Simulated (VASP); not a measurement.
Data:

```yaml
crystal:
  lattice:
    - [1.58610, -2.74721, 0.00000]
    - [1.58610, 2.74721, 0.00000]
    - [0.00000, 0.00000, 5.07960]
  atoms:
    - { symbol: Al, position: [0.66667, 0.33333, 0.50000] }
    - { symbol: Al, position: [0.33333, 0.66667, 0.00000] }
    - { symbol: N, position: [0.66667, 0.33333, 0.88200] }
    - { symbol: N, position: [0.33333, 0.66667, 0.38200] }
```
Cell charge -0.02.

Computed with PBE GGA, VASP's PBE PAW potentials (set 64) (plane waves; VASP). Run with NELECT = 16.02, 520 eV cut-off, 7×7×4 Γ-centred mesh, Gaussian smearing of 0.050 eV, potentials Al N.

The cell is charged, with a uniform compensating background.

Give the stress tensor in GPa (positive for a compressed cell).

```
-6.21   0.00   0.00
 0.00  -6.21   0.00
 0.00   0.00  -5.48
```
The pressure is its mean diagonal, -5.97 GPa.

The compound is AlN in the wurtzite structure. The cell was not relaxed at this level. The k-mesh is coarse (spacing up to 0.33 per Å, 2π included), so the numbers may not be converged in it. The run is one of a series of settings (NELECT = 16.02 against the base run), some of them coarse on purpose.
